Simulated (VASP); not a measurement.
**TiO2: energy against strain**

TiO2 (rutile, P4_2/mnm, 10.450 Å³/atom and stress up to 0.24 GPa in the relaxed cell, c along z) under a strain ε along c (axis z), the other axes held. r2SCAN in VASP (plane waves, PAW), 600 eV, 8×8×10 Γ-centred mesh, Gaussian smearing 0.05 eV; ions are relaxed, or left where forces stay under 0.02 eV/Å, within the symmetry of each cell.

Here s stands for strain and y for E less E0.

```
strain (%)  E less E0 (meV/atom)
----------  --------------------
-1.50                       4.22
-1.00                       1.94
-0.50                       0.54
0.00                        0.00
0.50                        0.30
1.00                        1.41
1.50                        3.32
3.00                           ?
```

Taking a parabola for y over the 7 complete rows: Least squares gives y = 0.000 - 0.2857·s + 1.6752·s². Residuals (row less fit): 0.022, -0.021, -0.022, 0.000, 0.024, 0.020, -0.021; standard error 0.027 (degrees of freedom: 4). Twice the quadratic coefficient over the volume, 2 × 1.6752 meV × 10⁴ × 0.1602 / 10.450 Å³, is the elastic constant C33 = 514 ± 4 GPa (± standard error of the fit, which holds the terms cut off).

Q: Predict the withheld y at s = 3.00 from the fit, and compare with the calculation.

A: y = 0.000 - 0.2857 × 3.0 + 1.6752 × 3.0² = 14.220 meV/atom. The calculation gives 13.49 meV/atom, 0.730 meV/atom below the prediction (5.4 % of the range of y in the table). The row lies outside the fitted rows, so this is an extrapolation. From the scatter of the fitted rows alone, a prediction at this place has a standard error of 0.102 meV/atom, so the miss is 7.2 times that.

A polynomial of degree 3 through the 12 other runs of the series gives 13.48 there, so most of the miss is curvature that the fit leaves out. The primitive cell can neither tilt nor turn polar against its symmetry, as such crystals can under strain. Rows are the converged runs of the series near zero and its far end, less any whose ions stayed unrelaxed beside relaxed ones; series whose fitted rows scatter by over a few per cent of the range, as at a crossing or softening among them, aren't shown in this form. Most that stay on the fit to the last digits aren't either.
